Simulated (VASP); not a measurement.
AuAl₂ (fluorite): the lattice constant a from VASP (plane waves, PAW) at several levels of theory. Static lattice.

```csv
level,lattice constant a (Å)
LDA,5.960
PBE,6.056
PBEsol,6.000
SCAN,5.965
r2SCAN,6.004
```

The cell of the LDA run:

Al$_{2}$Au has the cubic space group Fm-3m (No. 225), Pearson symbol cF12. Conventional cell: a = b = c = 5.9596 Å, α = β = γ = 90.00°. Al on 8c sees 4 Au at 2.581 Å and 6 Al at 2.980 Å. Au on 4a sees 8 Al at 2.581 Å (cubic). (Neighbours: up to the widest gap in distance over summed covalent radii, below 1.35, at either atom.)
(The calculation used a cell of 3 atoms; values per cell refer to that cell.)

Only levels that ran to the end are used. Left out are those held back, those with too coarse a band path, GW runs whose mesh misses a band edge, hybrids' fits of cells that aren't cubic and levels without matching references; a question may draw on a part of the rest.

The compound is AuAl2 in the fluorite structure.
